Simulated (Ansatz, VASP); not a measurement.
## SnTe: VASP beside Ansatz

Aim: how closely do two programs agree when they are given the same cell, functional and k mesh? The cell is taken from a series of runs on this material, whose earlier steps may have relaxed, scaled, displaced or heated it; both programs get it as it stands.

Main program and level: Ansatz 0.2.0; plane waves, with VASP 6.6.1 beside it; zone-centre phonons at PBEsol.

## Step 1: Starting point

It takes space group I4/mmm (No. 139, tetragonal). Conventional cell: a = 4.443 Å, b = 4.443 Å, c = 6.477 Å, α = 90.00°, β = 90.00°, γ = 90.00°. Nearest to Sn lie 6 Te at 3.14 to 3.24 Å. Nearest to Te lie 6 Sn at 3.14 to 3.24 Å. Farther neighbours and most contacts between anions are not listed.

## Step 2: VASP: zone-centre phonons, PBEsol

Second derivatives magnify differences that forces hide, and they need a tight electronic threshold.

Lines of VASP's logs that name or quote its potential files are left out, and so is its time.

Input file INCAR:

```
SYSTEM = SnTe
PREC = Accurate
ENCUT = 500
EDIFF = 1E-08
NELM = 120
ISMEAR = 0
SIGMA = 0.01
LREAL = .FALSE.
ALGO = Normal
GGA = PS
NBANDS = 16
LORBIT = 11
LWAVE = .FALSE.
LCHARG = .FALSE.
ISIF = 2
IBRION = 8
LASPH = .TRUE.
GGA_COMPAT = .FALSE.
EFERMI = MIDGAP
KPAR = 2
```

Input file POSCAR:

```
SnTe
1.0
    0.0000000000      3.1419503497      3.2384549821
    3.1419503497      0.0000000000      3.2384549821
    3.1419503497      3.1419503497      0.0000000000
Sn Te
1 1
Direct
    0.0000000000      0.0000000000      0.0000000000
    0.5000000000      0.5000000000      0.5000000000
```

Input file KPOINTS:

```
Automatic mesh
0
Gamma
12 12 12
0 0 0
```

The projector-augmented-wave data sets are Sn_d and Te (PBE family, release 64).

The run is started by

```bash
$ mpirun -np 2 vasp_std
```

Numbers of over 12 decimals in the logs are rounded to 6 here.

The log of the run:

```text
[banner, memory and clock lines left out]
running    2 mpi-ranks, on    1 nodes
 distrk:  each k-point on    1 cores,    2 groups
 distr:  one band on    1 cores,    1 groups

 POSCAR found type information on POSCAR SnTe
 POSCAR found :  2 types and       2 ions
|                                                                             |
|               ----> ADVICE to this user running VASP <----                  |
|                                                                             |
|     You enforced a specific xc type in the INCAR file but a different       |
|     [... a line on the potential file left out ...]
|     I HOPE YOU KNOW WHAT YOU ARE DOING!                                     |
|                                                                             |

 LDA part: xc-table for (Slater+PW92), standard interpolation
 POSCAR, INCAR and KPOINTS ok, starting setup
 FFT: planning ... GRIDC
 FFT: planning ... GRID_SOFT
 FFT: planning ... GRID
 WAVECAR not read
 entering main loop
       N       E                     dE             d eps       ncg     rms          rms(c)
DAV:   1     0.121390979402E+03    0.12139E+03   -0.94205E+03  5232   0.138E+03
DAV:   2     0.165761927902E+01   -0.11973E+03   -0.11700E+03  5744   0.342E+02
DAV:   3    -0.810984241881E+01   -0.97675E+01   -0.97283E+01  6576   0.869E+01
DAV:   4    -0.837025644189E+01   -0.26041E+00   -0.26037E+00  6400   0.156E+01
DAV:   5    -0.838183862545E+01   -0.11582E-01   -0.11582E-01  7872   0.296E+00    0.447E+00
DAV:   6    -0.832117702347E+01    0.60662E-01   -0.13972E-01  7360   0.291E+00    0.279E+00
DAV:   7    -0.831883295225E+01    0.23441E-02   -0.47365E-02  6872   0.132E+00    0.760E-01
DAV:   8    -0.831841754998E+01    0.41540E-03   -0.66377E-03  6632   0.709E-01    0.143E-01
DAV:   9    -0.831846952728E+01   -0.51977E-04   -0.57608E-04  7408   0.217E-01    0.311E-02
DAV:  10    -0.831845645616E+01    0.13071E-04   -0.60785E-05  6856   0.697E-02    0.213E-02
DAV:  11    -0.831845621116E+01    0.24500E-06   -0.28016E-05  7168   0.435E-02    0.239E-02
DAV:  12    -0.831845610393E+01    0.10723E-06   -0.19723E-06  6288   0.983E-03    0.124E-02
DAV:  13    -0.831845596359E+01    0.14034E-06   -0.82967E-08  7328   0.208E-03    0.790E-03
DAV:  14    -0.831845588172E+01    0.81876E-07   -0.21294E-07  7000   0.515E-03    0.973E-04
DAV:  15    -0.831845585699E+01    0.24723E-07   -0.17326E-08  5320   0.661E-04    0.624E-04
DAV:  16    -0.831845586959E+01   -0.12599E-07   -0.71012E-10  3496   0.346E-04    0.268E-04
DAV:  17    -0.831845588164E+01   -0.12052E-07   -0.37669E-10  3312   0.280E-04    0.187E-04
DAV:  18    -0.831845588325E+01   -0.16112E-08   -0.51937E-11  3152   0.721E-05
   1 F= -.83184559E+01 E0= -.83184559E+01  d E =-.223809E-22
 Linear response reoptimize wavefunctions to high precision
DAV:   1    -0.831845588365E+01   -0.39881E-09   -0.28133E-11  3504   0.403E-05
DAV:   2    -0.831845588366E+01   -0.72760E-11   -0.38267E-12  3112   0.226E-05
 Linear response DOF=           4
 Linear response progress:
  Degree of freedom:   1/  4
       N       E                     dE             d eps       ncg     rms          rms(c)
RMM:   1    -0.215758008536E+00   -0.21576E+00    0.27281E-01 10858   0.102E+01
RMM:   2    -0.220832220875E+00   -0.50742E-02   -0.12245E-02 15820   0.871E-01    0.828E-02
RMM:   3    -0.220645450159E+00    0.18677E-03   -0.96494E-04 17561   0.247E-01    0.447E-02
RMM:   4    -0.220324650063E+00    0.32080E-03   -0.91549E-05 17481   0.759E-02    0.831E-03
RMM:   5    -0.220314369915E+00    0.10280E-04   -0.82566E-06 17992   0.231E-02    0.375E-03
RMM:   6    -0.220319729083E+00   -0.53592E-05   -0.13697E-06 17760   0.799E-03    0.135E-03
RMM:   7    -0.220319652758E+00    0.76325E-07   -0.34334E-07 18177   0.308E-03    0.767E-04
RMM:   8    -0.220316962964E+00    0.26898E-05    0.24393E-07 17699   0.134E-03    0.176E-04
RMM:   9    -0.220316935971E+00    0.26994E-07    0.39376E-07 18648   0.604E-04    0.229E-04
RMM:  10    -0.220316706195E+00    0.22978E-06    0.51398E-07 18522   0.292E-04    0.178E-04
RMM:  11    -0.220316761000E+00   -0.54804E-07    0.44051E-07 19444   0.148E-04    0.300E-04
RMM:  12    -0.220316386896E+00    0.37410E-06    0.21902E-07 17688   0.102E-04    0.110E-04
RMM:  13    -0.220316260211E+00    0.12668E-06    0.10522E-07 18543   0.563E-05    0.289E-05
RMM:  14    -0.220316226591E+00    0.33620E-07    0.49947E-08 19145   0.315E-05    0.157E-05
RMM:  15    -0.220316161964E+00    0.64627E-07    0.26166E-08 17523   0.234E-05    0.414E-06
RMM:  16    -0.220316158003E+00    0.39606E-08    0.12189E-08 16810   0.169E-05    0.232E-06
 first order change of Fermi-energy   0.18668E-03
 force on displaced ion       1 direction 1 :  -0.120  -0.000   0.000
 Linear response progress:
  Degree of freedom:   2/  4
       N       E                     dE             d eps       ncg     rms          rms(c)
RMM:   1    -0.215423092525E+00   -0.21542E+00    0.29330E-01  6312   0.104E+01
RMM:   2    -0.220615394096E+00   -0.51923E-02   -0.11902E-02  9135   0.857E-01    0.659E-02
RMM:   3    -0.220513501784E+00    0.10189E-03   -0.94317E-04 10076   0.241E-01    0.346E-02
RMM:   4    -0.220277401789E+00    0.23610E-03   -0.76832E-05 10173   0.701E-02    0.938E-03
RMM:   5    -0.220248438617E+00    0.28963E-04   -0.81470E-06 10384   0.220E-02    0.374E-03
RMM:   6    -0.220249990854E+00   -0.15522E-05   -0.11430E-06 10350   0.742E-03    0.152E-03
RMM:   7    -0.220251181013E+00   -0.11902E-05   -0.30132E-07 10573   0.287E-03    0.576E-04
RMM:   8    -0.220248117294E+00    0.30637E-05    0.28666E-07 10097   0.127E-03    0.130E-04
RMM:   9    -0.220248328187E+00   -0.21089E-06    0.33394E-07 10819   0.554E-04    0.166E-04
RMM:  10    -0.220248253977E+00    0.74210E-07    0.35935E-07 10788   0.262E-04    0.133E-04
RMM:  11    -0.220248343282E+00   -0.89304E-07    0.29014E-07 11122   0.138E-04    0.235E-04
RMM:  12    -0.220247984853E+00    0.35843E-06    0.14846E-07 10119   0.918E-05    0.984E-05
RMM:  13    -0.220247859990E+00    0.12486E-06    0.80076E-08 10571   0.538E-05    0.384E-05
RMM:  14    -0.220247847068E+00    0.12922E-07    0.33130E-08 10823   0.307E-05    0.357E-05
RMM:  15    -0.220247800171E+00    0.46897E-07    0.19750E-08  9981   0.229E-05    0.190E-05
RMM:  16    -0.220247724593E+00    0.75578E-07    0.76300E-09 10259   0.215E-05    0.651E-06
RMM:  17    -0.220247732363E+00   -0.77702E-08    0.41533E-09  9382   0.159E-05    0.338E-06
 first order change of Fermi-energy  -0.11053E-03
 force on displaced ion       1 direction 3 :   0.000   0.000   0.464
 Linear response progress:
  Degree of freedom:   3/  4
       N       E                     dE             d eps       ncg     rms          rms(c)
RMM:   1    -0.470414193332E-01   -0.47041E-01    0.68907E-02 19208   0.863E-01
RMM:   2    -0.476599792334E-01   -0.61856E-03   -0.19742E-03 16866   0.214E-01    0.644E-02
RMM:   3    -0.478437549997E-01   -0.18378E-03   -0.15871E-04 17116   0.610E-02    0.485E-02
RMM:   4    -0.481215775491E-01   -0.27782E-03   -0.25108E-05 16920   0.314E-02    0.580E-03
RMM:   5    -0.481305824326E-01   -0.90049E-05   -0.10307E-06 17404   0.738E-03    0.314E-03
RMM:   6    -0.481274852558E-01    0.30972E-05   -0.94759E-08 16942   0.214E-03    0.642E-04
RMM:   7    -0.481273622034E-01    0.12305E-06   -0.17435E-08 17265   0.476E-04    0.136E-04
RMM:   8    -0.481273356251E-01    0.26578E-07   -0.84645E-08 17208   0.165E-04    0.257E-05
RMM:   9    -0.481271788598E-01    0.15677E-06    0.32329E-07 18102   0.540E-05    0.206E-05
RMM:  10    -0.481272693677E-01   -0.90508E-07    0.62935E-08 18007   0.189E-05    0.336E-06
RMM:  11    -0.481272489805E-01    0.20387E-07    0.66862E-08 17277   0.106E-05    0.117E-06
RMM:  12    -0.481272491105E-01   -0.13006E-09   -0.10980E-08 13911   0.648E-06    0.311E-07
 first order change of Fermi-energy  -0.28006E-03
 force on displaced ion       2 direction 1 :  -0.121   0.000   0.000
 Linear response progress:
  Degree of freedom:   4/  4
       N       E                     dE             d eps       ncg     rms          rms(c)
RMM:   1    -0.470958038816E-01   -0.47096E-01    0.65662E-02 11039   0.819E-01
RMM:   2    -0.476814278670E-01   -0.58562E-03   -0.19328E-03  9770   0.206E-01    0.509E-02
RMM:   3    -0.478579980218E-01   -0.17657E-03   -0.16353E-04  9894   0.589E-02    0.402E-02
RMM:   4    -0.481017332651E-01   -0.24374E-03   -0.22855E-05  9844   0.278E-02    0.582E-03
RMM:   5    -0.481210491839E-01   -0.19316E-04   -0.10170E-06 10165   0.680E-03    0.293E-03
RMM:   6    -0.481153939915E-01    0.56552E-05   -0.10151E-07  9761   0.194E-03    0.568E-04
RMM:   7    -0.481155200236E-01   -0.12603E-06   -0.16353E-08 10064   0.471E-04    0.146E-04
RMM:   8    -0.481152552170E-01    0.26481E-06   -0.86233E-08 10148   0.149E-04    0.259E-05
RMM:   9    -0.481151463426E-01    0.10887E-06    0.43571E-07 10651   0.444E-05    0.124E-05
RMM:  10    -0.481151899231E-01   -0.43580E-07   -0.16135E-08 10238   0.135E-05    0.391E-06
RMM:  11    -0.481152024743E-01   -0.12551E-07    0.44558E-08  9806   0.703E-06    0.201E-06
RMM:  12    -0.481152011049E-01    0.13694E-08   -0.25637E-08  6832   0.474E-06    0.398E-07
 first order change of Fermi-energy   0.22184E-03
 force on displaced ion       2 direction 3 :   0.000   0.000   0.473
 Linear response finished
```

From OUTCAR (step 2):

```text
ion  position               nearest neighbor table
   1  0.000  0.000  0.000-   2 3.14   2 3.14   2 3.14   2 3.14   2 3.24   2 3.24
   2  0.500  0.500  0.500-   1 3.14   1 3.14   1 3.14   1 3.14   1 3.24   1 3.24

  LATTYP: Found a body centered tetragonal cell.
 ALAT       =     4.4433887968
 C/A-ratio  =     1.4576509642

 Subroutine GETGRP returns: Found 16 space group operations
 (whereof 16 operations were pure point group operations)

The static configuration has the point symmetry D_4h.

 Found    163 irreducible k-points:

   k-points           NKPTS =    163   k-points in BZ     NKDIM =    163   number of bands    NBANDS=     16

   dimension x,y,z NGX =    36 NGY =   36 NGZ =   32
   dimension x,y,z NGXF=    72 NGYF=   72 NGZF=   64

   ENCUT  =  500.0 eV  36.75 Ry    6.06 a.u.   8.23  8.23  8.10*2*pi/ulx,y,z

   NELECT =      20.0000    total number of electrons

 k-points in reciprocal lattice and weights: Automatic mesh
   0.00000000  0.00000000  0.00000000       0.001
   0.08333333 -0.00000000  0.00000000       0.005
   0.16666667 -0.00000000  0.00000000       0.005
   0.25000000  0.00000000  0.00000000       0.005
   0.33333333 -0.00000000  0.00000000       0.005
   0.41666667  0.00000000  0.00000000       0.005
   0.50000000  0.00000000  0.00000000       0.002
   0.08333333  0.08333333  0.00000000       0.001
   0.16666667  0.08333333  0.00000000       0.005
[...]
-0.33333333  0.16666667  0.50000000       0.002
  -0.25000000  0.25000000  0.50000000       0.001

 average (electrostatic) potential at core
       1-100.6765       2 -87.9133

  Total        0.0072341      0.0072341     -1.3574531      0.0000000     -0.0000000     -0.0000000
  in kB        0.1812713      0.1812713    -34.0148772      0.0000000     -0.0000000     -0.0000000
  external PRESSURE =     -11.2174448 kB  Pullay stress =       0.0000000 kB

  energy-cutoff  :      500.00
  volume of cell :       63.94
      direct lattice vectors                 reciprocal lattice vectors
     0.000000000  3.141950350  3.238454982    -0.159136824  0.159136824  0.154394612
     3.141950350  0.000000000  3.238454982     0.159136824 -0.159136824  0.154394612
     3.141950350  3.141950350  0.000000000     0.159136824  0.159136824 -0.154394612

 POSITION                                       TOTAL-FORCE (eV/Angst)
 -----------------------------------------------------------------------------------
      0.00000      0.00000      0.00000        -0.000000      0.000000     -0.000000
      3.14195      3.14195      3.23845         0.000000     -0.000000      0.000000
 -----------------------------------------------------------------------------------
    total drift:                               -0.000000      0.000000      0.000000

 Eigenvectors and eigenvalues of the dynamical matrix
 ----------------------------------------------------

   1 f  =    0.691820 THz     4.346830 2PiTHz   23.076616 cm-1     2.861134 meV
             X         Y         Z           dx          dy          dz
      0.000000  0.000000  0.000000    -0.089596   -0.711759   -0.000000
      3.141950  3.141950  3.238455     0.087011    0.691231   -0.000000

   2 f  =    0.691820 THz     4.346830 2PiTHz   23.076616 cm-1     2.861134 meV
             X         Y         Z           dx          dy          dz
      0.000000  0.000000  0.000000     0.711759   -0.089596   -0.000000
      3.141950  3.141950  3.238455    -0.691231    0.087011   -0.000000

   3 f  =    0.006524 THz     0.040992 2PiTHz    0.217622 cm-1     0.026982 meV
             X         Y         Z           dx          dy          dz
      0.000000  0.000000  0.000000    -0.000000    0.000000   -0.697664
      3.141950  3.141950  3.238455    -0.000000    0.000000   -0.716425

   4 f/i=    0.002366 THz     0.014863 2PiTHz    0.078907 cm-1     0.009783 meV
             X         Y         Z           dx          dy          dz
      0.000000  0.000000  0.000000     0.160334    0.677985    0.000000
      3.141950  3.141950  3.238455     0.165095    0.698121    0.000000

   5 f/i=    0.002366 THz     0.014863 2PiTHz    0.078907 cm-1     0.009783 meV
             X         Y         Z           dx          dy          dz
      0.000000  0.000000  0.000000    -0.677985    0.160334    0.000000
      3.141950  3.141950  3.238455    -0.698121    0.165095    0.000000

   6 f/i=    1.363764 THz     8.568779 2PiTHz   45.490258 cm-1     5.640071 meV
             X         Y         Z           dx          dy          dz
      0.000000  0.000000  0.000000     0.000000   -0.000000   -0.716425
      3.141950  3.141950  3.238455     0.000000   -0.000000    0.697664

 ELASTIC MODULI CONTR FROM IONIC RELAXATION (kBar)
 Direction    XX          YY          ZZ          XY          YZ          ZX
 --------------------------------------------------------------------------------
 XX           0.0000      0.0000      0.0000      0.0000      0.0000      0.0000
 YY           0.0000      0.0000      0.0000      0.0000      0.0000      0.0000
 ZZ           0.0000      0.0000      0.0000      0.0000      0.0000      0.0000
 XY           0.0000      0.0000      0.0000      0.0000      0.0000      0.0000
 YZ           0.0000      0.0000      0.0000      0.0000      0.0000      0.0000
 ZX           0.0000      0.0000      0.0000      0.0000      0.0000      0.0000
 --------------------------------------------------------------------------------
```

(Continued in part 2 of 2.)

[Lines on the potential files, build, host, timing and source positions are cut from VASP's logs without a mark.]

[Logs are printed without paths, hosts, clocks, repeated set-up lines and the standing remarks that a program may print on its own settings, such as how far it seeks lower states.]

[Hosts, paths, dates, database ids (printed as entryN), source tags and the programs' standing remarks are cut or masked in the printed files.]
